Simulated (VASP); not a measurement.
All values below come from PBEsol GGA, VASP's PBE PAW potentials (set 64) (plane waves; VASP).

The input files of a VASP run:

### KPOINTS
```
Automatic mesh
0
Gamma
4 4 7
0 0 0
```

**INCAR**
```
SYSTEM=Ga4PSb3
PREC=Accurate; ENCUT=400; LREAL=.FALSE.
LASPH=.TRUE.
EDIFF=1E-7; NELM=100; ALGO=Normal
LMAXMIX=4
ISMEAR=-5
GGA=PS
ISIF=2
LWAVE=.FALSE.; LCHARG=.TRUE.; LORBIT=11
NEDOS=601
LEFG=.TRUE.
```

**POSCAR**
```
Ga4PSb3
1
   -0.0023953124     5.9441583672     5.9497734004
    5.9441583672    -0.0023953124     5.9497734004
    2.9708815273     2.9708815273     0.0000000000
Ga Sb P
4 3 1
Direct
  0.9991535230   0.9991535230   0.0016929539
  0.9770925259   0.5089966978   0.0139107762
  0.5089966978   0.9770925259   0.0139107762
  0.5137047016   0.5137047016   0.9725905969
  0.1260859331   0.1260859331   0.2478281339
  0.1255492787   0.6239838327   0.2504668885
  0.6239838327   0.1255492787   0.2504668885
  0.6254335069   0.6254335069   0.2491329861
```

POTCAR, in this order: Ga_d Sb P (PBE.64 set). Program: vasp_std.

Output

### OUTCAR
```
 ion  position               nearest neighbor table
   1  0.999  0.999  0.002-   6 2.58   7 2.58   5 2.59   5 2.59
   2  0.977  0.509  0.014-   8 2.42   6 2.62   6 2.62   5 2.63
   3  0.509  0.977  0.014-   8 2.42   7 2.62   7 2.62   5 2.63
   4  0.514  0.514  0.973-   8 2.49   8 2.49   6 2.67   7 2.67
   5  0.126  0.126  0.248-   1 2.59   1 2.59   2 2.63   3 2.63
   6  0.126  0.624  0.250-   1 2.58   2 2.62   2 2.62   4 2.67
   7  0.624  0.126  0.250-   1 2.58   3 2.62   3 2.62   4 2.67
   8  0.625  0.625  0.249-   2 2.42   3 2.42   4 2.49   4 2.49
  LATTYP: Found a base centered orthorhombic cell.
 ALAT       =     8.4096968631
 B/A-ratio  =     1.4149792786
 C/A-ratio  =     0.4995971932
 Subroutine PRICEL returns:
 Original cell was already a primitive cell.
 Subroutine GETGRP returns: Found  4 space group operations
The static configuration has the point symmetry C_2v.
The dynamic configuration has the point symmetry C_2v.
 Subroutine INISYM returns: Found  4 space group operations
 Subroutine IBZKPT returns following result:
 Found     37 irreducible k-points:

 Following reciprocal coordinates:
            Coordinates               Weight
  0.000000  0.000000  0.000000      1.000000
...
```

OSZICAR:
```
       N       E                     dE             d eps       ncg     rms          rms(c)
DAV:   1     0.532435581304E+03    0.53244E+03   -0.28160E+04  3257   0.188E+03
DAV:   2     0.462369530049E+02   -0.48620E+03   -0.47615E+03  3494   0.478E+02
DAV:   3    -0.298839349837E+02   -0.76121E+02   -0.74443E+02  3685   0.151E+02
DAV:   4    -0.343697437076E+02   -0.44858E+01   -0.44456E+01  3889   0.380E+01
DAV:   5    -0.345029997164E+02   -0.13326E+00   -0.13303E+00  4388   0.626E+00    0.686E+00
DAV:   6    -0.340297336583E+02    0.47327E+00   -0.81764E-01  4242   0.103E+01    0.411E+00
DAV:   7    -0.339184149847E+02    0.11132E+00   -0.48274E-01  3679   0.426E+00    0.982E-01
DAV:   8    -0.339153916499E+02    0.30233E-02   -0.96227E-02  4261   0.289E+00    0.257E-01
DAV:   9    -0.339166498500E+02   -0.12582E-02   -0.12007E-02  3768   0.896E-01    0.144E-01
DAV:  10    -0.339167698925E+02   -0.12004E-03   -0.14177E-03  3997   0.287E-01    0.973E-02
DAV:  11    -0.339169763638E+02   -0.20647E-03   -0.42741E-04  4248   0.999E-02    0.161E-02
DAV:  12    -0.339169904632E+02   -0.14099E-04   -0.39838E-05  3845   0.438E-02    0.128E-02
DAV:  13    -0.339169938060E+02   -0.33428E-05   -0.11438E-05  3636   0.196E-02    0.468E-03
DAV:  14    -0.339169943438E+02   -0.53783E-06   -0.24959E-06  3728   0.103E-02    0.267E-03
DAV:  15    -0.339169944213E+02   -0.77522E-07   -0.42394E-07  3172   0.278E-03
   1 F= -.33916994E+02 E0= -.33916994E+02  d E =0.000000E+00
```

### OUTCAR
```
------------------------ aborting loop because EDIFF is reached ----------------------------------------
  FORCE on cell =-STRESS in cart. coord.  units (eV):
  Direction    XX          YY          ZZ          XY          YZ          ZX
  --------------------------------------------------------------------------------------
  Total       -0.0704237     -0.0704237     -0.0886790     -0.0146147     -0.0000000     -0.0000000
  in kB       -0.5367205     -0.5367205     -0.6758500     -0.1113833     -0.0000000     -0.0000000
  external PRESSURE =      -0.5830970 kB  Pullay stress =       0.0000000 kB
  volume of cell :      210.22
      direct lattice vectors                 reciprocal lattice vectors
    -0.002395312  5.944158367  5.949773400    -0.084082315  0.084082315  0.084036814
     5.944158367 -0.002395312  5.949773400     0.084082315 -0.084082315  0.084036814
     2.970881527  2.970881527  0.000000000     0.168300215  0.168300215 -0.168073628
 POSITION                                       TOTAL-FORCE (eV/Angst)
 -----------------------------------------------------------------------------------
      5.94176      5.94176     11.88947         0.000000      0.000000      0.016408
      3.06454      5.84810      8.84189         0.000479     -0.000479     -0.002160
      5.84810      3.06454      8.84189        -0.000479      0.000479     -0.002160
      5.94176      5.94176      6.11285        -0.000000     -0.000000     -0.014855
      1.48544      1.48544      1.50037        -0.000000     -0.000000     -0.000682
      4.45287      1.48890      4.45955         0.004168     -0.004168      0.000001
      1.48890      4.45287      4.45955        -0.004168      0.004168      0.000001
      4.45632      4.45632      7.44238         0.000000      0.000000      0.003446
 -----------------------------------------------------------------------------------
    total drift:                                0.000003      0.000003      0.001383
  FREE ENERGIE OF THE ION-ELECTRON SYSTEM (eV)
  ---------------------------------------------------
  free  energy   TOTEN  =       -33.9169944213 eV

  energy  without entropy=      -33.9169944213  energy(sigma->0) =      -33.91699442

 total charge

# of ion       s       p       d       tot
------------------------------------------
    1        0.908   0.850   9.972  11.729
    2        0.897   0.786   9.974  11.656
    3        0.897   0.786   9.974  11.656
    4        0.891   0.713   9.972  11.576
    5        1.125   1.372   0.030   2.528
    6        1.127   1.364   0.029   2.520
    7        1.127   1.364   0.029   2.520
    8        1.035   1.418   0.000   2.453
--------------------------------------------------
tot          8.008   8.652  39.979  56.640

 Electric field gradients after diagonalization (V/A^2)
 (convention: |V_zz| > |V_xx| > |V_yy|)
----------------------------------------------------------------------
 ion       V_xx      V_yy      V_zz     asymmetry (V_yy - V_xx)/ V_zz
----------------------------------------------------------------------
   1      -3.400    -0.171     3.570       0.904
   2      -1.986    -0.915     2.901       0.369
   3      -1.986    -0.915     2.901       0.369
   4       3.839     3.415    -7.254       0.058
   5     -20.565   -20.206    40.772       0.009
   6     -49.906    -6.187    56.093       0.779
   7     -49.906    -6.187    56.093       0.779
   8      -7.310    -5.906    13.215       0.106
```
(Selected blocks of OUTCAR.)

The structure was generated: Ga4PSb3 was put into an ordered model structure (Amm2), which need not be its known phase. It was relaxed first.
